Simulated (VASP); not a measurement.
Here is the system:

```yaml
crystal:
  lattice:
    - [0.00000, 2.93184, 2.93184]
    - [2.93184, 0.00000, 2.93184]
    - [2.93184, 2.93184, 0.00000]
  atoms:
    - { symbol: Al, position: [0.25000, 0.25000, 0.25000] }
    - { symbol: Al, position: [0.75000, 0.75000, 0.75000] }
    - { symbol: Pt, position: [0.00000, 0.00000, 0.00000] }
```

Method: rev-vdW-DF2, VASP's PBE PAW potentials (set 64) (plane waves; VASP 6.6.1). Run with 520 eV cut-off, 9×9×9 Γ-centred mesh, first-order Methfessel-Paxton smearing of 0.10 eV, potentials Al Pt.

Question: Give the stress tensor in GPa (positive for a compressed cell).

Answer: 
```
4.28  0.00  0.00
0.00  4.28  0.00
0.00  0.00  4.28
```
The pressure is its mean diagonal, 4.28 GPa.

The compound is PtAl2 in the fluorite structure. This cell is one point of a volume scan, at 0.97 of the reference volume.
